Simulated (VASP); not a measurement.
An input for Ansatz (written as the equivalent of a VASP run, and not itself run):

Ansatz 0.2 input:
```yaml
crystal:
  lattice:
    - [1.3775670, -2.3860157, 0.0000000]
    - [1.3775670, 2.3860157, 0.0000000]
    - [0.0000000, 0.0000000, 4.3411551]
  atoms:
    - { symbol: Os, position: [0.3333330, 0.6666670, 0.2500000] }
    - { symbol: Os, position: [0.6666670, 0.3333330, 0.7500000] }
kpoints:
  mp_grid: { grid: [14, 14, 8] }
hamiltonian:
  xc: pbe
  pseudopotentials: { kind: paw }
scf:
  occupations: { method: methfessel_paxton, width: 0.1 }
  max_iter: 100
output: { forces: true, stress: true, eigenvalues: true }
```

Task: Write the VASP files for the same calculation (PBE).

Result: Several could match; the one computed here: 
### POSCAR
```
Os
8.682310
  0.1586636552  -0.2748134704   0.0000000000
  0.1586636552   0.2748134704   0.0000000000
  0.0000000000   0.0000000000   0.5000000135
Os
2
Direct
  0.3333330000   0.6666670000   0.2500000000
  0.6666670000   0.3333330000   0.7500000000
```

**KPOINTS**
```
Automatic mesh
0
Gamma
14 14 8
0 0 0
```

INCAR:
```
SYSTEM=Os
PREC=Accurate; ENCUT=480; LREAL=.False.
LASPH=.True.
EDIFF=1E-7; NELM=100; ALGO=Normal
LMAXMIX=6
ISMEAR=1; SIGMA=0.1
GGA=PE
ISIF=2
LWAVE=.False.; LCHARG=.False.
```

POTCAR, in this order: Os (PBE.64 set). Program: vasp_std.

What does not carry over: each code has its own PAW files, so the cut-off isn't converted (ENCUT is set for VASP's; basis.ecutwfc is left out, and Ansatz then takes the one that its files recommend); Ansatz stops its SCF on the density residual and VASP on the energy change (EDIFF).

The compound is Os in the hcp structure. It was relaxed first.
